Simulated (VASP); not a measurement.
# SnO2: band gap against strain

SnO2 (rutile, P4_2/mnm, 12.615 Å³/atom and stress up to 0.16 GPa in the relaxed cell, c along z) under an equal strain ε along x and y, with z held. PBE in VASP (plane waves, PAW), 600 eV, 8×8×10 Γ-centred mesh, Gaussian smearing 0.05 eV; ions are relaxed, or left where forces stay under 0.02 eV/Å, within the symmetry of each cell. Against the start cell, which lies near the measured one, the relaxed cell differs by 5.6 % in volume and 1.6 % in c; the values below rest on it. Gaps are the smallest on the run's k-mesh, which can miss an edge that lies off it, without spin-orbit coupling; in all rows the valence edge lies at Γ and the conduction edge at Γ.

Here s stands for strain and Eg for gap.

| strain (%) | gap (eV) |
|---|---|
| 0.00 | 0.638 |
| 0.50 | 0.555 |
| 1.00 | 0.478 |
| 1.50 | 0.405 |
| 3.00 | ? |

Q: Using a straight line, estimate the missing Eg at s = 3.00 from the other rows, showing the fit.

A: Means: s 0.75000, Eg 0.5190. About the means, the sum of products is -0.19400 and the sum of squares of s is 1.2500; the slope is their ratio. Least squares gives Eg = 0.6354 - 0.15520·s. Residuals (row less fit): 0.0026, -0.0028, -0.0022, 0.0024; standard error 0.0035 (degrees of freedom: 2). Over these rows the gap moves by -15.5 ± 0.3 eV per unit strain. At the withheld row, Eg = 0.6354 - 0.15520 × 3.0 = 0.1698 eV. The calculation gives 0.219 eV, 0.0492 eV above the prediction (11.7 % of the range of Eg in the table). The row lies outside the fitted rows, so this is an extrapolation. From the scatter of the fitted rows alone, a prediction at this place has a standard error of 0.0082 eV, so the miss is 6.0 times that.

A polynomial of degree 2 through the 6 other runs of the series gives 0.219 there, so most of the miss is curvature that the fit leaves out. Spin-orbit coupling is left out, which can shift this property for SnO2. Rows are the converged runs of the series near zero and its far end, less any whose ions stayed unrelaxed beside relaxed ones; series whose fitted rows scatter by over a few per cent of the range, as at a crossing or softening among them, aren't shown in this form. Most that stay on the fit to the last digits aren't either.
